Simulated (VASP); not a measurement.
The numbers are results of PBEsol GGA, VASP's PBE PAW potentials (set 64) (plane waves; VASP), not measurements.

Input for VASP

### INCAR
```
SYSTEM = La
PREC = Accurate; ENCUT = 400; LREAL = .False.
LASPH = .True.
EDIFF = 1E-6; NELM = 100; ALGO = Normal
LMAXMIX = 6
ISMEAR = 1; SIGMA = 0.1
GGA = PS
IBRION = 2; NSW = 60; ISIF = 3
EDIFFG = -0.01
LWAVE = .False.; LCHARG = .False.
```

### KPOINTS
```
Automatic mesh
0
Gamma
10 10 10
0 0 0
```

File POSCAR:
```
La
1
    3.2099174661    -0.0000000000    -0.0000000000
   -0.0000000000     3.2099174661    -0.0000000000
    0.0000000000     0.0000000000     3.2099174661
La
1
Direct
  1.0000000000   1.0000000000   0.0000000000
```

POTCAR, in this order: La (PBE.64 set). Program: vasp_std.

Task: What does the run give for the energy per atom (σ→0), band gap (on the k-mesh)?

Result: 
| Quantity | Result |
|---|---|
| energy per atom (σ→0) | -4.878 eV/atom |
| band gap (on the k-mesh) | none (metal, semimetal or under 0.01 eV) |

**OSZICAR**
```
...
DAV:   7    -0.487746906118E+01    0.19814E-01   -0.10051E-02  1704   0.979E-01    0.600E-02
DAV:   8    -0.487753875678E+01   -0.69696E-04   -0.34390E-04  1584   0.194E-01    0.327E-02
DAV:   9    -0.487761554517E+01   -0.76788E-04   -0.11351E-04  1744   0.112E-01    0.194E-02
DAV:  10    -0.487764040537E+01   -0.24860E-04   -0.59140E-05  1880   0.710E-02    0.124E-02
DAV:  11    -0.487764500821E+01   -0.46028E-05   -0.10485E-05  1640   0.279E-02    0.743E-03
DAV:  12    -0.487764679055E+01   -0.17823E-05   -0.10724E-05  1664   0.255E-02    0.206E-03
DAV:  13    -0.487764690957E+01   -0.11902E-06   -0.11610E-06  1240   0.816E-03
   1 F= -.48776469E+01 E0= -.48780326E+01  d E =-.487765E+01
```

The structure was generated: La was put into the simple-cubic type (Pm-3m), which need not be its known phase. It was relaxed first, which changed the volume by -21 %. The start is the result of an earlier pass.
